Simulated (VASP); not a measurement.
A convergence study with VASP on Rb (space group Im-3m): one setting is varied, all else stays as given below, so the limit is that of these other settings.

```
Rb
1.0
   -2.83347     2.83347     2.83347
    2.83347    -2.83347     2.83347
    2.83347     2.83347    -2.83347
Rb
1
Cartesian
  0.00000   0.00000   0.00000
```

All values below come from LDA (Ceperley-Alder, Perdew-Zunger), VASP's LDA PAW potentials (set 64) (plane waves; VASP). The tightest run used: 720 eV cut-off, 8×8×8 Γ-centred mesh, Fermi-Dirac smearing of 0.10 eV, potentials Rb_sv.

| setting | E (eV/atom) | pressure (GPa) | plane waves |
|---|---|---|---|
| ENCUT = 105 | -1.0973 | -19.72 | 236 |
| ENCUT = 120 | -1.0313 | -10.88 | 277 |
| ENCUT = 135 | -1.0545 | -5.64 | 336 |
| ENCUT = 150 | -1.0297 | -2.77 | 386 |

**Question.** These are the cheaper rows. Estimate the results at ENCUT = 720, and how far the last row shown lies from them.

**Answer.** 
```csv
quantity,tightest run,last row shown is off by
E (eV/atom),-1.0364,0.0067
pressure (GPa),-0.41,-2.36
```

Left out are rungs that failed or repeat a setting and relaxations that didn't move; long series are thinned to 24 rows.

The structure is a typed Rb crystal (space group no. 229). The cell was not relaxed at this level.
